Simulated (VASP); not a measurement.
Crystal: Cd2TeSe5.

```
CELL_PARAMETERS angstrom
4.10000 0.00000 0.00000
-2.05000 3.55070 0.00000
0.00000 0.00000 14.63000
ATOMIC_POSITIONS crystal
Cd 0.33333 0.66667 0.29000
Cd 0.66667 0.33333 0.71000
Te 0.00000 0.00000 0.00000
Se 0.66667 0.33333 0.34000
Se 0.33333 0.66667 0.11000
Se 0.33333 0.66667 0.66000
Se 0.66667 0.33333 0.89000
Se 0.00000 0.00000 0.50000
```

The cell was built by a generator and needn't be a form met in nature.

| Item | Value |
| --- | --- |
| Program | VASP 6.6.1 |
| Task | relaxation of cell and atoms |
| Functional | PBE |
| Potentials or basis | VASP PAW PBE potentials, release 64 (Cd, Te, Se) |
| Cutoff | 520 eV |
| k mesh | 4 × 4 × 1 |
| Occupations | gaussian, width 0.15 eV |
| Spin | no spin polarisation |

At the start: pressure 6.7 GPa; volume 26.62 Å³/atom.

How do energy, volume and symmetry change on relaxing?

Over 23 steps the energy falls by 169.6 meV/atom and the volume is 28.51 Å³/atom (+7.1 %); space group P-3m1 (No. 164, to 0.05 Å).

The path:
```
step  energy change (eV)  largest force (eV/Å)  pressure (GPa)  volume (Å³)
   1              0.0000                1.1837            6.68       212.98
   2             -0.5618                0.8424           -1.85       249.04
   3             -0.5994                0.8126           -0.60       240.71
   4             -0.6948                0.5874           -0.42       239.85
   5             -0.8628                0.5190            0.02       237.24
   6             -0.8785                0.5067            0.27       236.18
   7             -0.9718                0.4256           -0.53       237.98
   8             -1.0055                0.6665           -1.78       241.66
   9             -1.0256                0.3873           -1.36       240.12
  10             -1.0847                0.5202           -0.74       235.41
  11             -1.0894                0.8856            1.02       225.68
  12             -1.1087                0.7067            0.28       230.13
  13             -1.1626                0.5815            0.36       228.87
  14             -1.2439                0.4782            0.85       225.88
  15             -1.1754                0.8414            2.28       219.99
  16             -1.2579                0.5875            1.09       224.33
  17             -1.3177                0.2913           -0.44       231.08
  18             -1.3181                0.2433           -0.57       231.95
  19             -1.3439                0.1302           -0.34       229.65
  20             -1.3528                0.1107           -0.07       228.05
  21             -1.3463                0.1866            0.52       224.86
  22             -1.3543                0.0964            0.17       227.06
  23             -1.3570                0.0609           -0.09       228.10
```

Final structure:
```cif
data_structure
_symmetry_space_group_name_H-M 'P 1'
_symmetry_Int_Tables_number 1
_cell_length_a 4.3950
_cell_length_b 4.3950
_cell_length_c 13.6354
_cell_angle_alpha 90.000
_cell_angle_beta 90.000
_cell_angle_gamma 120.000
_cell_volume 228.10
loop_
_atom_site_label
_atom_site_type_symbol
_atom_site_fract_x
_atom_site_fract_y
_atom_site_fract_z
_atom_site_occupancy
Cd1 Cd 0.33333 0.66667 0.30502 1
Cd2 Cd 0.66667 0.33333 0.69498 1
Te1 Te 0.00000 0.00000 0.00000 1
Se1 Se 0.66667 0.33333 0.38977 1
Se2 Se 0.33333 0.66667 0.10487 1
Se3 Se 0.33333 0.66667 0.61023 1
Se4 Se 0.66667 0.33333 0.89513 1
Se5 Se 0.00000 0.00000 0.50000 1
```

Caveat: the k mesh is coarse (spacing up to 0.44 Å⁻¹), so the values aren't converged.
